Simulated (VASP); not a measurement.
Calculation: PBEsol GGA, VASP's PBE PAW potentials (set 64) (plane waves; VASP 6.6.1).

VASP ran on this input.

File POSCAR:
```
Al(100) slab
1
    2.8368564409     0.0000000000     0.0000000000
    0.0000000000     2.8368564409     0.0000000000
    0.0000000000     0.0000000000    26.8947330386
Al
6
Direct
  0.5000000000   0.0000000000   0.3096464190
  0.0000000000   0.5000000000   0.3851724262
  0.5000000000   0.0000000000   0.4617438985
  0.0000000000   0.5000000000   0.5382561015
  0.5000000000   0.0000000000   0.6148275738
  0.0000000000   0.5000000000   0.6903535810
```

### INCAR
```
ALGO  =  Normal
DIPOL  =  0.5 0.5 0.5
EDIFF  =  1E-6
ENCUT  =  400
GGA  =  PS
IDIPOL  =  3
ISMEAR  =  1
LASPH  =  .True.
LCHARG  =  .False.
LDIPOL  =  .True.
LORBIT  =  11
LREAL  =  .False.
LVHAR  =  .True.
LWAVE  =  .False.
NELM  =  100
NELMIN  =  4
PREC  =  Normal
SIGMA  =  0.1
SYSTEM  =  Al(100) slab
```

### KPOINTS
```
Automatic mesh
0
Gamma
10 10 1
0 0 0
```

POTCAR, in this order: Al (PBE.64 set). Program: vasp_std. Read from the step before: WAVECAR.

The run wrote:

**OUTCAR**
```
 ion  position               nearest neighbor table
   1  0.500  0.000  0.310-   2 2.85   2 2.85   2 2.85   2 2.85
   2  0.000  0.500  0.385-   1 2.85   1 2.85   1 2.85   1 2.85   3 2.87   3 2.87   3 2.87   3 2.87
  LATTYP: Found a simple tetragonal cell.
 ALAT       =     2.8368564409
 C/A-ratio  =     9.4804702314
 Subroutine PRICEL returns:
 Original cell was already a primitive cell.
 Subroutine GETGRP returns: Found 16 space group operations
The static configuration has the point symmetry D_2d.
 The point group associated with its full space group is D_4h.
The dynamic configuration has the point symmetry D_2d.
 Subroutine INISYM returns: Found 16 space group operations
 Subroutine IBZKPT returns following result:
 Found     21 irreducible k-points:

 Following reciprocal coordinates:
            Coordinates               Weight
  0.000000  0.000000  0.000000      1.000000
  0.100000  0.000000  0.000000      4.000000
  0.200000  0.000000  0.000000      4.000000
  0.300000  0.000000  0.000000      4.000000
  0.400000  0.000000  0.000000      4.000000
  0.500000  0.000000  0.000000      2.000000
  0.100000  0.100000  0.000000      4.000000
...
```

OSZICAR:
```
       N       E                     dE             d eps       ncg     rms          rms(c)
DAV:   1    -0.234855307274E+02   -0.23486E+02   -0.44487E-04   608   0.113E-01    0.227E-02
DAV:   2    -0.234855453855E+02   -0.14658E-04   -0.16505E-03   678   0.226E-01    0.263E-02
DAV:   3    -0.234854267757E+02    0.11861E-03   -0.44107E-04   698   0.125E-01    0.147E-03
DAV:   4    -0.234854279286E+02   -0.11530E-05   -0.13132E-05   660   0.213E-02    0.196E-03
DAV:   5    -0.234854280056E+02   -0.76948E-07   -0.63346E-07   460   0.569E-03
   1 F= -.23485428E+02 E0= -.23484488E+02  d E =-.281892E-02
```

### OUTCAR
```
------------------------ aborting loop because EDIFF is reached ----------------------------------------
  FORCE on cell =-STRESS in cart. coord.  units (eV):
  Direction    XX          YY          ZZ          XY          YZ          ZX
  --------------------------------------------------------------------------------------
  Total       -2.2760800     -2.2760800      0.0356194      0.0000000      0.0000000     -0.0000000
  in kB      -16.8483028    -16.8483028      0.2636669      0.0000000      0.0000000     -0.0000000
  external PRESSURE =     -11.1443129 kB  Pullay stress =       0.0000000 kB
  volume of cell :      216.44
      direct lattice vectors                 reciprocal lattice vectors
     2.836856441  0.000000000  0.000000000     0.352502857  0.000000000  0.000000000
     0.000000000  2.836856441  0.000000000     0.000000000  0.352502857  0.000000000
     0.000000000  0.000000000 26.894733039     0.000000000  0.000000000  0.037182001
 POSITION                                       TOTAL-FORCE (eV/Angst)
 -----------------------------------------------------------------------------------
      1.41843      0.00000      8.32786         0.000000     -0.000000     -0.001840
      0.00000      1.41843     10.35911         0.000000     -0.000000     -0.011303
      1.41843      0.00000     12.41848         0.000000      0.000000      0.014052
      0.00000      1.41843     14.47625         0.000000     -0.000000     -0.014052
      1.41843      0.00000     16.53562         0.000000     -0.000000      0.011303
      0.00000      1.41843     18.56688         0.000000     -0.000000      0.001840
 -----------------------------------------------------------------------------------
    total drift:                                0.000000      0.000000     -0.000000
  FREE ENERGIE OF THE ION-ELECTRON SYSTEM (eV)
  ---------------------------------------------------
  free  energy   TOTEN  =       -23.4854280056 eV

  energy  without entropy=      -23.4826090877  energy(sigma->0) =      -23.48448837

 total charge

# of ion       s       p       d       tot
------------------------------------------
    1        0.470   0.298   0.000   0.768
    2        0.428   0.344   0.000   0.771
    3        0.431   0.338   0.000   0.769
    4        0.431   0.338   0.000   0.769
    5        0.428   0.344   0.000   0.771
    6        0.470   0.298   0.000   0.768
--------------------------------------------------
tot          2.659   1.959   0.000   4.618
```
(Selected blocks of OUTCAR.)

The cell is a thin slab with vacuum, built from Al (fcc): (100) face.
